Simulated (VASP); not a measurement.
Level of theory: TPSS meta-GGA, VASP's PBE PAW potentials (set 64) (plane waves; VASP).

Input for VASP

KPOINTS:
```
K-points
0
Gamma
 11 11 6
0 0 0
```

### POSCAR
```
Ho
1
    1.7900000000    -3.1003710000     0.0000000000
    1.7900000000     3.1003710000     0.0000000000
    0.0000000000     0.0000000000     5.6200000000
Ho
2
Direct
  0.3333330000   0.6666670000   0.2500000000
  0.6666670000   0.3333330000   0.7500000000
```

### INCAR
```
SYSTEM  =  Ho
PREC  =  Accurate; ENCUT  =  520; LREAL  =  .False.
LASPH  =  .True.
EDIFF  =  1E-6; NELM  =  100; ALGO  =  Normal
LMAXMIX  =  6; LMIXTAU  =  .True.
ISMEAR  =  1; SIGMA  =  0.1
METAGGA  =  TPSS
IBRION  =  2; NSW  =  60; ISIF  =  3
EDIFFG  =  -0.01
LWAVE  =  .False.; LCHARG  =  .False.
```

POTCAR, in this order: Ho_3 (PBE.64 set). Program: vasp_std.

Problem. What will the output report for the number of irreducible k-points (NKPTS), largest plane-wave count, number of space-group operations, FFT grid (NGX, NGY, NGZ)?

Solution. 
The number of irreducible k-points (NKPTS) is 64 and the largest plane-wave count is 1709. The number of space-group operations is 24 and the FFT grid (NGX, NGY, NGZ) is 28 × 28 × 42.

The compound is Ho in the hcp structure. This run relaxes it. Symmetry was kept, so distortions that lower it aren't found. The 4f electrons are frozen in the core of the lanthanide potential, so 4f levels, which can set the real gap, and their magnetism are missing.
